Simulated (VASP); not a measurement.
# Driving VASP from ASE on Bi2Se3 (Paraguanajuatite), part 4 of 4

Do ASE scripts that read Bi2Se3 (Paraguanajuatite) from different structure formats give one answer, and do several routes find one equilibrium volume? All runs use PBEsol. Left out of this account: at least 1 further run (fields: a reference on another mesh). The start is a cell from a database of measured crystal structures.

VASP 6.6.1; PBEsol; plane waves and PAW (Bi_d, Se).

So far. Step 3 (Total energy, forces and stress (PBEsol, through ASE) …): The energy lies -0.48 meV an atom from the first script, since this cell and mesh sample the zone at other points. Step 4 (Full relaxation (PBEsol, through ASE)): It ends with a largest force of 0.005 eV/Å and a pressure of -0.03 GPa.

**8. Self-consistent run (PBEsol, through ASE) with a changed input**

This run is made with a changed input; what comes of it follows.

File run.py:

```python
import numpy as np
from ase.calculators.vasp import Vasp
from ase import Atoms
from ase.dft.bandgap import bandgap

atoms = Atoms(['Bi', 'Bi', 'Se', 'Se', 'Se'],
              cell=[[2.0715, 1.19598108, 9.54533333], [-2.0715, 1.19598108, 9.54533333], [0.0, -2.39196217, 9.54533333]],
              scaled_positions=[[0.4008, 0.4008, 0.4008], [0.5992, 0.5992, 0.5992], [0.0, 0.0, 0.0], [0.2117, 0.2117, 0.2117], [0.7883, 0.7883, 0.7883]],
              pbc=True)

calc = Vasp(
    xc='pbesol',
    pp='PBE',
    prec='Accurate',
    encut=400,
    ediff=1e-06,
    nelm=65,
    ismear=0,
    sigma=5.0,
    lreal=False,
    algo='Normal',
    nbands=30,
    lorbit=11,
    lwave=False,
    lcharg=False,
    kpar=4,
    isif=2,
    pp_version='64',
    setups={'Bi': '_d', 'Se': ''},
    kpts=(9, 9, 9),
    gamma=True,
    txt='vasp.out',
)
atoms.calc = calc

print("energy (eV):", round(atoms.get_potential_energy(), 6))
print("Fermi level (eV):", round(calc.get_fermi_level(), 4))
print("forces (eV/A):")
print(np.round(atoms.get_forces(), 4))
print("stress (GPa, Voigt, tension positive):", np.round(atoms.get_stress() * 160.21766, 3))
gap, p1, p2 = bandgap(calc, direct=False)
print("gap on the mesh (eV):", round(gap, 4))
```

PAW data sets: Bi_d and Se (PBE family, release 64).

Started as:

```bash
export ASE_VASP_COMMAND="mpirun -np 4 vasp_std"
python run.py
```

What it wrote:

```text
energy (eV): -21.859587
Fermi level (eV): 5.4045
forces (eV/A):
[[ 0.      0.     -0.7936]
 [ 0.     -0.      0.7936]
 [ 0.      0.      0.    ]
 [ 0.      0.     -1.9391]
 [ 0.     -0.      1.9391]]
stress (GPa, Voigt, tension positive): [-14.415 -14.415 -14.452   0.     -0.     -0.   ]
gap on the mesh (eV): 0.0
```

Elapsed: 4.2 min, on 4 MPI ranks of Intel Xeon Platinum 8488C (Sapphire Rapids), shared host; peak memory 2.6 GiB.

ASE turned this into the INCAR:

```
ENCUT = 400.000000
SIGMA = 5.000000
EDIFF = 1.00e-06
ALGO = Normal
GGA = PS
PREC = Accurate
ISIF = 2
ISMEAR = 0
KPAR = 4
LORBIT = 11
NBANDS = 30
NELM = 65
LCHARG = .FALSE.
LWAVE = .FALSE.
LREAL = .FALSE.
```

ASE turned this into the KPOINTS:

```
KPOINTS created by Atomic Simulation Environment
0
Gamma
9 9 9
0 0 0
```

VASP's own log, vasp.out:

```text
[... set-up lines as in an earlier step ...]
 entering main loop
       N       E                     dE             d eps       ncg     rms          rms(c)
DAV:   1     0.416397053133E+03    0.41640E+03   -0.20021E+04  5100   0.138E+03
DAV:   2     0.160233264045E+02   -0.40037E+03   -0.38921E+03  5442   0.382E+02
DAV:   3    -0.341145936593E+02   -0.50138E+02   -0.47964E+02  6752   0.145E+02
DAV:   4    -0.366318591719E+02   -0.25173E+01   -0.24314E+01  5976   0.309E+01
[...]
DAV:  15    -0.367447842400E+02   -0.45387E-04   -0.45309E-04  2970   0.378E-03    0.525E-04
DAV:  16    -0.367448223913E+02   -0.38151E-04   -0.38077E-04  2904   0.319E-03    0.459E-04
DAV:  17    -0.367448696480E+02   -0.47257E-04   -0.47102E-04  2868   0.259E-03    0.382E-04
 hard stop encountered!  aborting job ...
 -----------------------------------------------------------------------------
|                                                                             |
|           W    W    AA    RRRRR   N    N  II  N    N   GGGG   !!!           |
|           W    W   A  A   R    R  NN   N  II  NN   N  G    G  !!!           |
|           W    W  A    A  R    R  N N  N  II  N N  N  G       !!!           |
|           W WW W  AAAAAA  RRRRR   N  N N  II  N  N N  G  GGG   !            |
|           WW  WW  A    A  R   R   N   NN  II  N   NN  G    G                |
|           W    W  A    A  R    R  N    N  II  N    N   GGGG   !!!           |
|                                                                             |
|     The electronic self-consistency was not achieved in the given           |
|     number of steps (NELM). The forces and other quantities evaluated       |
|     might not be reliable so examine the results carefully. If you find     |
|     spurious results, we suggest increasing NELM, if you were close to      |
|     convergence or switching to a different ALGO or adjusting the           |
|     density mixing parameters otherwise.                                    |
|                                                                             |
 -----------------------------------------------------------------------------

 soft stop encountered!  aborting job ...
 -----------------------------------------------------------------------------
|                                                                             |
|           W    W    AA    RRRRR   N    N  II  N    N   GGGG   !!!           |
|           W    W   A  A   R    R  NN   N  II  NN   N  G    G  !!!           |
|           W    W  A    A  R    R  N N  N  II  N N  N  G       !!!           |
|           W WW W  AAAAAA  RRRRR   N  N N  II  N  N N  G  GGG   !            |
|           WW  WW  A    A  R   R   N   NN  II  N   NN  G    G                |
|           W    W  A    A  R    R  N    N  II  N    N   GGGG   !!!           |
|                                                                             |
|     Your highest band is occupied at some k-points! Unless you are          |
|     performing a calculation for an insulator or semiconductor, without     |
|     unoccupied bands, you have included TOO FEW BANDS!! Please increase     |
|     the parameter NBANDS in file INCAR to ensure that the highest band      |
|     is unoccupied at all k-points. It is always recommended to include      |
|     a few unoccupied bands to accelerate the convergence of                 |
|     molecular-dynamics runs (even for insulators or semiconductors),        |
|     since the presence of unoccupied bands improves wavefunction            |
|     prediction and helps to suppress 'band-crossings'.                      |
|                                                                             |
 -----------------------------------------------------------------------------

   1 F= -.36744870E+02 E0= -.21859587E+02  d E =-.297706E+02
 deleting file STOPCAR
```

The run was stopped at its time limit, by a STOPCAR file.

At the end rms(c) stands at 4e-05, against 7e-04 half way through the cycles shown.

The fault in the input: smearing far too wide (ISMEAR = 0 and SIGMA = 5.0). Lower SIGMA until the entropy term is about 1 meV an atom.

**9. What came out**

| Item | Value |
| --- | --- |
| energy, ASE, structure typed into the script | -4.40896 eV/atom |
| energy, ASE, structure read from a CIF with its space group | -4.40945 eV/atom |
| volume from VASP's own relaxation | 28.15 Å³/atom |
| volume from BFGS in ASE | 28.16 Å³/atom |

What this shows: With the structure read from a CIF with its space group, ASE's run differs from the first script by -0.5 meV an atom, on the larger cell and its own mesh. The routes to the equilibrium volume agree within 0.07 %. A relaxation follows the stress, which carries a basis-set error, while a volume loop fits energies; every loop stops at a tolerance; VASP's relaxation keeps the plane waves of its start, while ASE starts VASP afresh at each cell, and a loop at fixed shape can't relax anything but the volume. Not obtained: equation of state by an ASE loop (PBEsol), because the run hit its time limit. The bonds form layers, and without a dispersion term the spacing between them, and what depends on it, is unreliable.

[Lines on the potential files, build, host, timing and source positions are cut from VASP's logs without a mark.]

[Logs are printed without paths, hosts, clocks, repeated set-up lines and the standing remarks that a program may print on its own settings, such as how far it seeks lower states.]

[Hosts, paths, dates, database ids (printed as entryN), source tags and the programs' standing remarks are cut or masked in the printed files.]

[A measured line is paired with the nearest computed mode of its activity, which favours agreement.]

[In band tables of VASP the shares of atoms and orbitals are scaled to a sum of 1 inside the atoms' spheres.]
